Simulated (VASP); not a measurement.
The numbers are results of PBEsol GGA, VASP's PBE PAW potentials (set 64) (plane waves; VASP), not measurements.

Input for VASP

File POSCAR:
```
TcPt3
1
   -1.8651760000     1.8651760000     4.1545740000
    1.8651760000    -1.8651760000     4.1545740000
    1.8651760000     1.8651760000    -4.1545740000
Pt Tc
3 1
Direct
  0.5000000000   0.5000000000   0.0000000000
  0.7500000000   0.2500000000   0.5000000000
  0.2500000000   0.7500000000   0.5000000000
  0.0000000000   0.0000000000   0.0000000000
```

**INCAR**
```
SYSTEM = TcPt3
PREC = Accurate
ENCUT = 300
EDIFF = 1E-6
NELM = 100
ALGO = Normal
LREAL = .FALSE.
LASPH = .TRUE.
ISMEAR = 0
SIGMA = 0.05
GGA = PS
LMAXMIX = 6
LWAVE = .FALSE.
LCHARG = .FALSE.
ISIF = 3
IBRION = 2
NSW = 50
EDIFFG = -0.01
```

**KPOINTS**
```
kpoints
0
gamma
 7 7 7
0 0 0
```

POTCAR, in this order: Pt Tc_pv (PBE.64 set). Program: vasp_std.

The run wrote:

OSZICAR:
```
...
DAV:   7    -0.325346840220E+02    0.94431E-03   -0.54201E-03  2406   0.486E-01    0.142E-01
DAV:   8    -0.325347188367E+02   -0.34815E-04   -0.31966E-04  2474   0.117E-01    0.313E-02
DAV:   9    -0.325347194989E+02   -0.66223E-06   -0.33143E-05  2345   0.414E-02    0.121E-02
DAV:  10    -0.325347182730E+02    0.12259E-05   -0.11523E-05  2270   0.217E-02    0.443E-03
DAV:  11    -0.325347182907E+02   -0.17726E-07   -0.35793E-07  1056   0.467E-03
   2 F= -.32534718E+02 E0= -.32532607E+02  d E =-.111750E+00
       N       E                     dE             d eps       ncg     rms          rms(c)
DAV:   1    -0.331084702301E+02   -0.57375E+00   -0.25300E+01  2000   0.372E+01    0.520E+00
DAV:   2    -0.327152338964E+02    0.39324E+00   -0.10670E+00  2205   0.734E+00    0.207E+00
DAV:   3    -0.327234643398E+02   -0.82304E-02   -0.11212E+00  2431   0.623E+00    0.281E+00
DAV:   4    -0.326192265891E+02    0.10424E+00   -0.43165E-01  2399   0.409E+00    0.577E-01
DAV:   5    -0.326187456044E+02    0.48098E-03   -0.14093E-02  2282   0.775E-01    0.188E-01
DAV:   6    -0.326185710579E+02    0.17455E-03   -0.16055E-03  2285   0.280E-01    0.983E-02
DAV:   7    -0.326185494862E+02    0.21572E-04   -0.25614E-04  2380   0.118E-01    0.487E-02
DAV:   8    -0.326185648681E+02   -0.15382E-04   -0.24162E-05  2356   0.374E-02    0.602E-03
DAV:   9    -0.326185646356E+02    0.23245E-06   -0.10054E-06  1074   0.697E-03
   3 F= -.32618565E+02 E0= -.32616359E+02  d E =-.195596E+00
       N       E                     dE             d eps       ncg     rms          rms(c)
DAV:   1    -0.351034933935E+02   -0.24849E+01   -0.10859E+02  2034   0.800E+01    0.144E+01
DAV:   2    -0.328007240520E+02    0.23028E+01   -0.51735E+00  2058   0.176E+01    0.390E+00
DAV:   3    -0.325260689635E+02    0.27466E+00   -0.13682E+00  2352   0.793E+00    0.232E+00
DAV:   4    -0.325072145315E+02    0.18854E-01   -0.33414E-01  2306   0.375E+00    0.170E+00
DAV:   5    -0.325017903553E+02    0.54242E-02   -0.92338E-02  2308   0.208E+00    0.904E-01
DAV:   6    -0.324996216081E+02    0.21687E-02   -0.21979E-02  2238   0.129E+00    0.198E-01
DAV:   7    -0.324998485773E+02   -0.22697E-03   -0.20842E-03  2325   0.339E-01    0.930E-02
DAV:   8    -0.324999323040E+02   -0.83727E-04   -0.13347E-04  2223   0.782E-02    0.216E-02
DAV:   9    -0.324999342580E+02   -0.19540E-05   -0.15668E-05  2319   0.305E-02    0.843E-03
DAV:  10    -0.324999352208E+02   -0.96283E-06   -0.12606E-06  1051   0.103E-02
   4 F= -.32499935E+02 E0= -.32497635E+02  d E =0.118629E+00
       N       E                     dE             d eps       ncg     rms          rms(c)
DAV:   1    -0.338436154465E+02   -0.13437E+01   -0.47048E+01  2016   0.542E+01    0.826E+00
DAV:   2    -0.327920417756E+02    0.10516E+01   -0.26262E+00  2065   0.127E+01    0.275E+00
DAV:   3    -0.327580209087E+02    0.34021E-01   -0.10472E+00  2443   0.619E+00    0.325E+00
DAV:   4    -0.326773276838E+02    0.80693E-01   -0.49781E-01  2385   0.443E+00    0.120E+00
DAV:   5    -0.326780037540E+02   -0.67607E-03   -0.24489E-02  2215   0.107E+00    0.265E-01
DAV:   6    -0.326779669615E+02    0.36793E-04   -0.22636E-03  2284   0.354E-01    0.111E-01
DAV:   7    -0.326779686851E+02   -0.17236E-05   -0.37170E-04  2383   0.157E-01    0.590E-02
DAV:   8    -0.326779767523E+02   -0.80672E-05   -0.68975E-05  2307   0.548E-02    0.907E-03
DAV:   9    -0.326779770177E+02   -0.26541E-06   -0.45066E-06  1972   0.144E-02
   5 F= -.32677977E+02 E0= -.32675989E+02  d E =-.594124E-01
       N       E                     dE             d eps       ncg     rms          rms(c)
DAV:   1    -0.326787594443E+02   -0.78269E-03   -0.26332E-02  2028   0.126E+00    0.202E-01
DAV:   2    -0.326781666172E+02    0.59283E-03   -0.13848E-03  2063   0.291E-01    0.621E-02
DAV:   3    -0.326781096711E+02    0.56946E-04   -0.35612E-04  2365   0.127E-01    0.422E-02
DAV:   4    -0.326781023459E+02    0.73251E-05   -0.10146E-04  2339   0.643E-02    0.262E-02
DAV:   5    -0.326781027334E+02   -0.38744E-06   -0.26305E-05  2367   0.349E-02    0.156E-02
DAV:   6    -0.326781025516E+02    0.18171E-06   -0.74185E-06  2148   0.228E-02
   6 F= -.32678103E+02 E0= -.32676128E+02  d E =-.595379E-01
       N       E                     dE             d eps       ncg     rms          rms(c)
DAV:   1    -0.326782474585E+02   -0.14473E-03   -0.64131E-03  2028   0.623E-01    0.996E-02
DAV:   2    -0.326781036472E+02    0.14381E-03   -0.33475E-04  2062   0.143E-01    0.310E-02
DAV:   3    -0.326780897806E+02    0.13867E-04   -0.81231E-05  2373   0.609E-02    0.192E-02
DAV:   4    -0.326780890532E+02    0.72739E-06   -0.19725E-05  2325   0.289E-02    0.129E-02
DAV:   5    -0.326780894521E+02   -0.39887E-06   -0.67507E-06  1952   0.172E-02
   7 F= -.32678089E+02 E0= -.32676123E+02  d E =-.595248E-01
       N       E                     dE             d eps       ncg     rms          rms(c)
DAV:   1    -0.326786371808E+02   -0.54813E-03   -0.25249E-02  2002   0.120E+00    0.172E-01
DAV:   2    -0.326782380006E+02    0.39918E-03   -0.11613E-03  2178   0.253E-01    0.669E-02
DAV:   3    -0.326782308942E+02    0.71065E-05   -0.10828E-03  2379   0.196E-01    0.897E-02
DAV:   4    -0.326781388437E+02    0.92051E-04   -0.44752E-04  2373   0.135E-01    0.200E-02
DAV:   5    -0.326781395493E+02   -0.70561E-06   -0.13782E-05  2118   0.252E-02    0.444E-03
DAV:   6    -0.326781396570E+02   -0.10768E-06   -0.74510E-07  1013   0.718E-03
   8 F= -.32678140E+02 E0= -.32676163E+02  d E =-.502049E-04
       N       E                     dE             d eps       ncg     rms          rms(c)
DAV:   1    -0.326781696836E+02   -0.30134E-04   -0.12413E-03  2004   0.266E-01    0.380E-02
DAV:   2    -0.326781501476E+02    0.19536E-04   -0.56320E-05  2183   0.557E-02    0.147E-02
DAV:   3    -0.326781496256E+02    0.52199E-06   -0.53077E-05  2371   0.435E-02    0.199E-02
DAV:   4    -0.326781448188E+02    0.48068E-05   -0.22225E-05  2371   0.301E-02    0.430E-03
DAV:   5    -0.326781444800E+02    0.33885E-06   -0.59962E-07  1015   0.556E-03
   9 F= -.32678144E+02 E0= -.32676169E+02  d E =-.550279E-04
       N       E                     dE             d eps       ncg     rms          rms(c)
DAV:   1    -0.326786685537E+02   -0.52373E-03   -0.22203E-02  2026   0.112E+00    0.166E-01
DAV:   2    -0.326782422816E+02    0.42627E-03   -0.89596E-04  2119   0.230E-01    0.559E-02
DAV:   3    -0.326781860990E+02    0.56183E-04   -0.23607E-04  2393   0.105E-01    0.272E-02
DAV:   4    -0.326781839277E+02    0.21713E-05   -0.27466E-05  2225   0.430E-02    0.194E-02
DAV:   5    -0.326781824922E+02    0.14355E-05   -0.10514E-05  2269   0.238E-02    0.597E-03
DAV:   6    -0.326781820070E+02    0.48526E-06   -0.27669E-06  1307   0.105E-02
  10 F= -.32678182E+02 E0= -.32676194E+02  d E =-.375270E-04
       N       E                     dE             d eps       ncg     rms          rms(c)
DAV:   1    -0.326781779602E+02    0.45320E-05   -0.12369E-03  2026   0.265E-01    0.397E-02
DAV:   2    -0.326781537542E+02    0.24206E-04   -0.50636E-05  2103   0.548E-02    0.132E-02
DAV:   3    -0.326781507042E+02    0.30500E-05   -0.13270E-05  2366   0.249E-02    0.634E-03
DAV:   4    -0.326781507400E+02   -0.35800E-07   -0.13592E-06  1006   0.992E-03
  11 F= -.32678151E+02 E0= -.32676166E+02  d E =-.625998E-05
       N       E                     dE             d eps       ncg     rms          rms(c)
DAV:   1    -0.326782145697E+02   -0.63866E-04   -0.25392E-03  2026   0.380E-01    0.566E-02
DAV:   2    -0.326781652312E+02    0.49339E-04   -0.10398E-04  2111   0.783E-02    0.189E-02
DAV:   3    -0.326781591459E+02    0.60853E-05   -0.26548E-05  2418   0.346E-02    0.932E-03
DAV:   4    -0.326781592840E+02   -0.13814E-06   -0.33783E-06  1401   0.140E-02
  12 F= -.32678159E+02 E0= -.32676180E+02  d E =-.148040E-04
```

### OUTCAR
```
------------------------ aborting loop because EDIFF is reached ----------------------------------------
  FORCE on cell =-STRESS in cart. coord.  units (eV):
  Direction    XX          YY          ZZ          XY          YZ          ZX
  --------------------------------------------------------------------------------------
  Total        0.0103674      0.0103674     -0.0067434      0.0000000     -0.0000000      0.0000000
  in kB        0.2848981      0.2848981     -0.1853098      0.0000000     -0.0000000      0.0000000
  external PRESSURE =       0.1281621 kB  Pullay stress =       0.0000000 kB
  volume of cell :       58.30
      direct lattice vectors                 reciprocal lattice vectors
    -1.926432747  1.926432747  3.927567271     0.000000000  0.259547083  0.127305267
     1.926432747 -1.926432747  3.927567271     0.259547083  0.000000000  0.127305267
     1.926432747  1.926432747 -3.927567271     0.259547083  0.259547083  0.000000000
 POSITION                                       TOTAL-FORCE (eV/Angst)
 -----------------------------------------------------------------------------------
      0.00000      0.00000      3.92757        -0.000000      0.000000     -0.000000
      0.00000      1.92643      1.96378         0.000000      0.000000     -0.000000
      1.92643      0.00000      1.96378        -0.000000     -0.000000      0.000000
      0.00000     -0.00000      0.00000        -0.000000      0.000000     -0.000000
 -----------------------------------------------------------------------------------
    total drift:                                0.000000      0.000000      0.000000
  FREE ENERGIE OF THE ION-ELECTRON SYSTEM (eV)
  ---------------------------------------------------
  free  energy   TOTEN  =       -32.6781592840 eV

  energy  without entropy=      -32.6742001291  energy(sigma->0) =      -32.67617971

 reached required accuracy - stopping structural energy minimisation
```
(Selected blocks of OUTCAR.)

File CONTCAR:
```
TcPt3
   1.00000000000000
    -1.9264327466444031    1.9264327466444031    3.9275672714989711
     1.9264327466444031   -1.9264327466444031    3.9275672714989711
     1.9264327466444031    1.9264327466444031   -3.9275672714989711
  Pt              Tc
     3     1
Direct
     0.5000000000000000    0.5000000000000000    0.0000000000000000
     0.7500000000000000    0.2500000000000000    0.5000000000000000
     0.2500000000000000    0.7500000000000000    0.5000000000000000
     0.0000000000000000    0.0000000000000000    0.0000000000000000
```

At this cut-off the stress carries a Pulay error, which pulls relaxed volumes low.

The structure was generated: TcPt3 was put into an ordered model structure, which need not be its known phase. This run relaxes it. Symmetry was kept, so distortions that lower it aren't found. The k-mesh is coarse (spacing up to 0.33 per Å, 2π included), so the numbers may not be converged in it. The run is one of a series of settings (EDIFFG = -0.01, IBRION = 2, ISIF = 3, NSW = 50 against the base run), some of them coarse on purpose. The electron count is odd and the run is not spin-polarised, which forces a metal.
